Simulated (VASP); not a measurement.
All values below come from PBEsol GGA, VASP's PBE PAW potentials (set 64) (plane waves; VASP).

VASP input:

**POSCAR**
```
Cd4STe3
1
    0.0000000000     3.1606762417     3.1606762417
    3.1606762417     0.0000000000     3.1606762417
   12.6425519892    12.6425519892     0.0001529774
Cd Te S
4 3 1
Direct
  0.0234946111   0.0234946111   0.9823790417
  0.0081595860   0.0081595860   0.2438803105
  0.9932038874   0.9932038874   0.5050970845
  0.9767479141   0.9767479141   0.7674390644
  0.2628319529   0.2628319529   0.0528760354
  0.2481593871   0.2481593871   0.3138804597
  0.2332909945   0.2332909945   0.5750317542
  0.2541116669   0.2541116669   0.8094162499
```

KPOINTS:
```
k-points along high-symmetry lines
12
Line-mode
Reciprocal
  0.000000   0.000000   0.000000 ! GAMMA
  0.000000   0.000000  -0.500000 ! T

  0.000000   0.000000  -0.500000 ! T
 -0.328125   0.328125  -0.500000 ! H_2

 -0.343750   0.328125  -0.187500 ! H_0
  0.000000   0.500000   0.500000 ! L

  0.000000   0.500000   0.500000 ! L
  0.000000   0.000000   0.000000 ! GAMMA

  0.000000   0.000000   0.000000 ! GAMMA
 -0.335937   0.335937   0.000000 ! S_0

 -0.335938   0.328125  -0.343750 ! S_2
 -0.500000   0.000000  -1.000000 ! F

 -0.500000   0.000000  -1.000000 ! F
  0.000000   0.000000   0.000000 ! GAMMA
```

INCAR:
```
ALGO  =  Normal
EDIFF  =  1E-7
ENCUT  =  400
GGA  =  PS
ICHARG  =  11
ISMEAR  =  0
LASPH  =  .TRUE.
LCHARG  =  .FALSE.
LMAXMIX  =  4
LORBIT  =  11
LREAL  =  .FALSE.
LWAVE  =  .FALSE.
NELM  =  100
PREC  =  Accurate
SIGMA  =  0.05
SYSTEM  =  Cd4STe3
```

POTCAR, in this order: Cd Te S (PBE.64 set). Program: vasp_std. Read from the step before: CHGCAR.

Output

File OUTCAR:
```
 ion  position               nearest neighbor table
   1  0.023  0.023  0.982-   8 2.52   5 2.78   5 2.78   5 2.78
   2  0.008  0.008  0.244-   6 2.78   6 2.78   6 2.78   5 2.79
   3  0.993  0.993  0.505-   7 2.78   7 2.78   7 2.78   6 2.79
   4  0.977  0.977  0.767-   8 2.65   8 2.65   8 2.65   7 2.81
   5  0.263  0.263  0.053-   1 2.78   1 2.78   1 2.78   2 2.79
   6  0.248  0.248  0.314-   2 2.78   2 2.78   2 2.78   3 2.79
   7  0.233  0.233  0.575-   3 2.78   3 2.78   3 2.78   4 2.81
   8  0.254  0.254  0.809-   1 2.52   4 2.65   4 2.65   4 2.65
  LATTYP: Found a trigonal (rhomboedric) cell.
 ALAT       =    14.8246247365
 COS(alpha) =     0.9545438545
 Subroutine PRICEL returns:
 Original cell was already a primitive cell.
 Subroutine GETGRP returns: Found  6 space group operations
The static configuration has the point symmetry C_3v.
The dynamic configuration has the point symmetry C_3v.
 Subroutine INISYM returns: Found  6 space group operations
   k-points           NKPTS =     84   k-points in BZ     NKDIM =     84   number of bands    NBANDS=     43
   number of dos      NEDOS =    301   number of ions     NIONS =      8
   total plane-waves  NPLWV = 108000
   dimension x,y,z NGX =    30 NGY =   30 NGZ =  120
   dimension x,y,z NGXF=    60 NGYF=   60 NGZF=  240
   ions per type =               4   3   1
   PREC   = accura    normal or accurate (medium, high low for compatibility)
   ISTART =      0    job   : 0-new  1-cont  2-samecut
   ICHARG =     11    charge: 1-file 2-atom 10-const
   ISPIN  =      1    spin polarized calculation?
   LNONCOLLINEAR =      F non collinear calculations
   LSORBIT =      F    spin-orbit coupling
   INIWAV =      1    electr: 0-lowe 1-rand  2-diag
   ENCUT  =  400.0 eV  29.40 Ry    5.42 a.u.   7.29  7.29 29.16*2*pi/ulx,y,z
   NELM   =    100;   NELMIN=  2; NELMDL= -5     # of ELM steps
   EDIFF  = 0.1E-06   stopping-criterion for ELM
   LREAL  =      F    real-space projection
   NLSPLINE    = F    spline interpolate recip. space projectors
   LMAXMIX     =    4 max onsite mixed and CHGCAR
   VOSKOWN=      0    Vosko Wilk Nusair interpolation
   EDIFFG = 0.1E-05   stopping-criterion for IOM
   NSW    =      0    number of steps for IOM
...
```

OSZICAR:
```
       N       E                     dE             d eps       ncg     rms          rms(c)
DAV:   1     0.420016880151E+03    0.42002E+03   -0.29019E+04  7240   0.120E+03
DAV:   2     0.554735004478E+01   -0.41447E+03   -0.40713E+03  8068   0.320E+02
DAV:   3    -0.185480055643E+02   -0.24095E+02   -0.23924E+02  8524   0.754E+01
DAV:   4    -0.189354807023E+02   -0.38748E+00   -0.38682E+00  8778   0.830E+00
DAV:   5    -0.189410226723E+02   -0.55420E-02   -0.55404E-02  8363   0.977E-01
DAV:   6    -0.189411827813E+02   -0.16011E-03   -0.16010E-03  8829   0.153E-01
DAV:   7    -0.189411888257E+02   -0.60444E-05   -0.60443E-05  8457   0.262E-02
DAV:   8    -0.189411890984E+02   -0.27272E-06   -0.27226E-06  7741   0.514E-03
DAV:   9    -0.189411891128E+02   -0.14340E-07   -0.14575E-07  5811   0.117E-03
   1 F= -.18941189E+02 E0= -.18941161E+02  d E =-.566530E-04
```

### OUTCAR
```
 val. band max:        2.2703982718   @ k =   0.0000   0.0000   0.0000

 cond. band min:       2.4823625952   @ k =   0.0000   0.0000   0.0000



 k-point     1 :       0.0000    0.0000    0.0000
  band No.  band energies     occupation
      1     -10.3364      2.00000
      2      -9.0532      2.00000
      3      -8.8963      2.00000
      4      -8.7574      2.00000
      5      -6.1426      2.00000
      6      -6.1426      2.00000
      7      -6.1177      2.00000
      8      -6.0784      2.00000
      9      -6.0784      2.00000
     10      -6.0393      2.00000
     11      -6.0393      2.00000
     12      -5.9970      2.00000
     13      -5.9970      2.00000
     14      -5.9484      2.00000
     15      -5.8867      2.00000
     16      -5.8624      2.00000
     17      -5.8624      2.00000
     18      -5.8200      2.00000
     19      -5.8200      2.00000
     20      -5.8027      2.00000
     21      -5.8027      2.00000
     22      -5.7359      2.00000
     23      -5.7359      2.00000
     24      -5.4725      2.00000
     25      -2.4596      2.00000
     26      -0.7944      2.00000
     27      -0.6949      2.00000
     28       0.6558      2.00000
     29       0.6558      2.00000
     30       1.7137      2.00000
     31       1.7137      2.00000
     32       1.8844      2.00000
     33       1.9468      2.00000
     34       1.9468      2.00000
     35       2.2704      1.99854
     36       2.2704      1.99854
     37       2.4824      0.00490
     38       3.9541      0.00000
     39       4.3809      0.00000
     40       4.4644      0.00000
     41       6.8784      0.00000
     42       7.0045      0.00000
     43       7.0267      0.00000

 k-point     2 :       0.0000    0.0000   -0.0455
  band No.  band energies     occupation
      1     -10.3364      2.00000
      2      -9.0533      2.00000
      3      -8.8961      2.00000
      4      -8.7575      2.00000
      5      -6.1425      2.00000
      6      -6.1425      2.00000
...
```

The density is held fixed in this step, so its total energy and stress have no physical meaning. Unless said otherwise, spin-orbit coupling is left out, though it shifts the bands of the heavy elements here.

The structure was generated: Cd4STe3 was put into an ordered model structure (R3m), which need not be its known phase. It was relaxed first.
